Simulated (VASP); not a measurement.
OSZICAR of a VASP run on Be (hcp):

File OSZICAR:
```
       N       E                     dE             d eps       ncg     rms          rms(c)
DAV:   1     0.497063253452E+02    0.49706E+02   -0.47903E+03  2400   0.187E+03
DAV:   2     0.263278287625E+02   -0.23378E+02   -0.22623E+02  3918   0.285E+02
DAV:   3     0.250183532432E+02   -0.13095E+01   -0.12853E+01  3936   0.674E+01
DAV:   4     0.249606085845E+02   -0.57745E-01   -0.57688E-01  3900   0.150E+01
DAV:   5     0.249575316313E+02   -0.30770E-02   -0.30766E-02  3954   0.295E+00    0.253E+00
DAV:   6    -0.824229127968E+01   -0.33200E+02   -0.10524E+02  3918   0.149E+03    0.125E+00
DAV:   7    -0.921758205821E+01   -0.97529E+00   -0.11065E+00  3888   0.257E+01    0.879E-01
DAV:   8    -0.872141382254E+01    0.49617E+00   -0.63474E-01  3456   0.208E+01    0.262E-01
DAV:   9    -0.918382115321E+01   -0.46241E+00   -0.71201E-01  3294   0.274E+01    0.957E-02
DAV:  10    -0.958956161846E+01   -0.40574E+00   -0.36192E+00  2100   0.331E+01    0.106E-01
DAV:  11    -0.920799423504E+01    0.38157E+00   -0.29041E+02  1980   0.343E+03    0.337E-02
DAV:  12    -0.958970664432E+01   -0.38171E+00   -0.36251E+00  1980   0.328E+01    0.102E-01
DAV:  13    -0.921118393234E+01    0.37852E+00   -0.25524E+02  1980   0.300E+03    0.190E-02
DAV:  14    -0.959026479450E+01   -0.37908E+00   -0.36172E+00  1980   0.328E+01    0.685E-02
DAV:  15    -0.920992966344E+01    0.38034E+00   -0.21379E+02  1980   0.234E+03    0.226E-02
DAV:  16    -0.959005412936E+01   -0.38012E+00   -0.36365E+00  1980   0.328E+01    0.654E-02
DAV:  17    -0.959032877192E+01   -0.27464E-03   -0.23552E-03  3450   0.521E-01    0.646E-02
DAV:  18    -0.959034925025E+01   -0.20478E-04   -0.67713E-07  2106   0.728E-03    0.644E-02
DAV:  19    -0.959053819847E+01   -0.18895E-03   -0.19396E-06  2622   0.204E-02    0.617E-02
DAV:  20    -0.959047303783E+01    0.65161E-04   -0.39217E-07  1932   0.874E-03    0.601E-02
DAV:  21    -0.959058737172E+01   -0.11433E-03   -0.64349E-07  1932   0.118E-02    0.581E-02
DAV:  22    -0.959077796941E+01   -0.19060E-03   -0.33642E-06  2160   0.269E-02    0.507E-02
DAV:  23    -0.959095244654E+01   -0.17448E-03   -0.27755E-06  2136   0.260E-02    0.447E-02
DAV:  24    -0.959110381558E+01   -0.15137E-03   -0.29415E-06  2088   0.250E-02    0.390E-02
DAV:  25    -0.959126568915E+01   -0.16187E-03   -0.42133E-06  2064   0.311E-02    0.321E-02
DAV:  26    -0.959139861357E+01   -0.13292E-03   -0.47350E-06  2022   0.320E-02    0.251E-02
DAV:  27    -0.959147995308E+01   -0.81340E-04   -0.28552E-06  2016   0.255E-02    0.195E-02
DAV:  28    -0.959153990230E+01   -0.59949E-04   -0.30711E-06  2016   0.260E-02    0.136E-02
DAV:  29    -0.959157217888E+01   -0.32277E-04   -0.20494E-06  2004   0.214E-02    0.853E-03
DAV:  30    -0.959158604096E+01   -0.13862E-04   -0.11707E-06  2016   0.161E-02    0.461E-03
DAV:  31    -0.959159018228E+01   -0.41413E-05   -0.39459E-07  1008   0.941E-03    0.224E-03
DAV:  32    -0.959159112778E+01   -0.94550E-06   -0.99525E-08  1008   0.490E-03
   1 F= -.95915911E+01 E0= -.95916747E+01  d E =-.959159E+01
```

Problem. Which electronic solver shows in the log?

Solution. It is blocked Davidson (ALGO = Normal, or the opening steps of other solvers). The INCAR had ALGO = Normal.

Problem. Can the final energy be trusted as converged?

Solution. Self-consistency was reached. It stopped with EDIFF = 1E-6, NELM = 100, NSW = 60 and EDIFFG = -0.01 after 1 ionic step (revTPSS meta-GGA, plane waves, VASP's PBE PAW potentials (set 64)).

The compound is Be in the hcp structure. It was relaxed first. The start is the result of an earlier pass.
